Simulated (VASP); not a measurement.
Input of a VASP 6.6.1 run:

File INCAR:

```
PREC     = Accurate       # precision mode
ENCUT    = 520            # plane-wave cutoff, eV
EDIFF    = 1E-6           # SCF threshold, eV
ISMEAR   = -1             # smearing method
SIGMA    = 0.05           # smearing width, eV
LREAL    = F              # projectors in reciprocal space
LASPH    = T              # aspherical terms in the spheres
NELM     = 80             # most SCF steps
ALGO     = Normal         # electronic algorithm
ISIF     = 2              # what is computed and relaxed
LWAVE    = F              # write WAVECAR
LCHARG   = F              # write CHGCAR
GGA      = PE             # functional
NBANDS   = 26             # bands
```

Contents of KPOINTS:

```
Automatic mesh
0
Gamma
  3 3 2
```

POSCAR

```
Al2Si2I3
1.0
    0.0000000000      0.0000001300      5.0755910000
    4.4367050000     -0.0000001100      0.0000000000
    2.2183527500     10.1156888800     -2.5377957500
Al I Si
2 3 2
Direct
    0.4294822344      0.0651865864      0.8588662675
    0.5745653986      0.9200203707      0.1461323143
    0.1802817627      0.8156636779      0.3694668856
    0.8153967815      0.1852568506      0.6295225160
    0.0045469664      0.4981702571     -0.0005321383
    0.3576077420      0.6517900434      0.7161615102
    0.6374847553      0.3665308469      0.2860076058
```

Potentials or basis: VASP PAW PBE potentials, release 64 (Al, I, Si).

Command:

```bash
$ cat potpaw_PBE.64/Al/POTCAR potpaw_PBE.64/I/POTCAR potpaw_PBE.64/Si/POTCAR > POTCAR
$ mpirun -np 1 vasp_std > vasp.out
```

(1) What does it give for the band gap on the k mesh?

(2) Estimate the pressure.

(3) What does it give for the largest force?

## Answers

(1) none (metal or under the smearing width).

(2) -3.5 GPa.

(3) 0.519 eV/Å.

Caveat: the k mesh is coarse (spacing up to 0.48 Å⁻¹), so the values aren't converged; an odd number of electrons without spin polarisation forces a metal; a magnetic or distorted state may lie lower.
